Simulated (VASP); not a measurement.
Input:

```
CELL_PARAMETERS angstrom
      0.00000     1.88990     1.88990
      1.88990     0.00000     1.88990
      1.88990     1.88990     0.00000
ATOMIC_POSITIONS crystal
  Rh 0.00000 0.00000 0.00000
```

All values below come from PBEsol GGA, VASP's PBE PAW potentials (set 64) (plane waves; VASP). Settings: PREC = Normal, EDIFF = 1E-5, 400 eV cut-off, 18×18×18 Γ-centred mesh, first-order Methfessel-Paxton smearing of 0.10 eV, potentials Rh_pv.

**Question.** Give the stress tensor in GPa (positive for a compressed cell).

**Answer.** 
```
-1.55   0.00   0.00
 0.00  -1.55   0.00
 0.00   0.00  -1.55
```
The pressure is its mean diagonal, -1.55 GPa.

The compound is Rh in the fcc structure. It was relaxed first.
